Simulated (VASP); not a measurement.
Input:

```
CELL_PARAMETERS angstrom
      5.43042     0.00000     0.00000
     -2.71521     4.70288     0.00000
      0.00000     0.00000     4.29098
ATOMIC_POSITIONS crystal
  Ru 0.83256 0.16744 0.75000
  Ru 0.16744 0.83256 0.25000
  Ru 0.66512 0.83256 0.25000
  Ru 0.33488 0.16744 0.75000
  Ru 0.83256 0.66512 0.75000
  Ru 0.16744 0.33488 0.25000
  Os 0.66667 0.33333 0.25000
  Os 0.33333 0.66667 0.75000
```

The numbers are results of PBEsol GGA, VASP's PBE PAW potentials (set 64) (plane waves; VASP), not measurements. Run with 300 eV cut-off, 4×4×5 Γ-centred mesh, Fermi-Dirac smearing of 0.14 eV, potentials Ru_pv Os.

**Question.** Give the energies of bands 42 to 55 at the high-symmetry points, in eV from the Fermi level.

**Answer.** 
| band | Γ | M | K | A | L | H |
|---|---|---|---|---|---|---|
| 42 | -1.92 | -2.16 | -2.31 | -1.02 | -2.44 | -2.83 |
| 43 | -1.92 | -1.69 | -1.53 | -1.02 | -1.62 | -1.45 |
| 44 | -1.57 | -1.62 | -1.53 | -1.02 | -1.62 | -1.45 |
| 45 | -1.57 | -1.58 | -1.42 | 0.32 | -1.58 | -1.42 |
| 46 | -1.49 | -1.56 | -1.08 | 0.32 | -1.58 | -1.42 |
| 47 | -1.38 | -0.88 | -0.89 | 0.32 | -1.43 | -1.40 |
| 48 | -1.38 | -0.81 | -0.89 | 0.32 | -1.43 | -1.40 |
| 49 | 0.99 | -0.66 | -0.87 | 0.51 | -1.36 | -1.16 |
| 50 | 1.37 | -0.55 | -0.05 | 0.51 | -1.36 | -1.16 |
| 51 | 1.37 | -0.31 | -0.05 | 0.70 | 0.57 | 1.06 |
| 52 | 1.40 | -0.21 | 0.04 | 0.70 | 0.57 | 1.06 |
| 53 | 1.74 | 0.11 | 0.78 | 0.70 | 0.76 | 1.23 |
| 54 | 1.74 | 0.29 | 0.81 | 0.70 | 0.76 | 1.23 |
| 55 | 1.82 | 1.50 | 0.81 | 1.66 | 1.65 | 1.33 |

It has no gap at this level: it comes out as a metal or semimetal.

The structure comes from a computed database's OsRu3 entry (P6_3/mmc); how it stands against other phases isn't given here. The cell was not relaxed at this level. The k-mesh is coarse (spacing up to 0.33 per Å, 2π included), so the numbers may not be converged in it.
